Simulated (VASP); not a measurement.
An input for Ansatz (written as the equivalent of a VASP run, and not itself run):

Ansatz 0.2 input:
```yaml
crystal:
  lattice:
    - [-1.5320325, 1.5320325, 1.5320325]
    - [1.5320325, -1.5320325, 1.5320325]
    - [1.5320325, 1.5320325, -1.5320325]
  atoms:
    - { symbol: Mo, position: [0.0000000, 0.0000000, 0.0000000] }
kpoints:
  mp_grid: { grid: [16, 16, 16] }
hamiltonian:
  xc: pbe
  pseudopotentials: { kind: paw }
scf:
  occupations: { method: methfessel_paxton, width: 0.1 }
  max_iter: 100
relax:
  max_steps: 40
  f_tol: 0.01
  cell: { p_target: 30 }
output: { forces: true, stress: true, eigenvalues: true }
```

Q: Write the VASP files for the same calculation (PBE).

A: This is not unique; one that fits is 
**POSCAR**
```
Mo
1
   -1.5320324662     1.5320324662     1.5320324662
    1.5320324662    -1.5320324662     1.5320324662
    1.5320324662     1.5320324662    -1.5320324662
Mo
1
Direct
  0.0000000000   0.0000000000   0.0000000000
```

### INCAR
```
# general
SYSTEM =Mo
PREC   =Accurate
ENCUT  =480
LREAL  =F
LASPH  =T

# electronic loop
EDIFF  =1E-7
NELM   =100
ALGO   =Normal
LMAXMIX=4

# smearing
ISMEAR =1
SIGMA  =0.1

# functional
GGA    =PE

# ions
IBRION =2
NSW    =40
ISIF   =3
EDIFFG =-0.01
PSTRESS=300

# output
LWAVE  =F
LCHARG =F
```

### KPOINTS
```
Automatic mesh
0
Gamma
16 16 16
0 0 0
```

POTCAR, in this order: Mo_sv (PBE.64 set). Program: vasp_std.

Limits of the translation: each code has its own PAW files, so the cut-off isn't converted (ENCUT is set for VASP's; basis.ecutwfc is left out, and Ansatz then takes the one that its files recommend); Ansatz stops its SCF on the density residual and VASP on the energy change (EDIFF).

The compound is Mo in the bcc structure. It was relaxed first under an external pressure of 30 GPa.
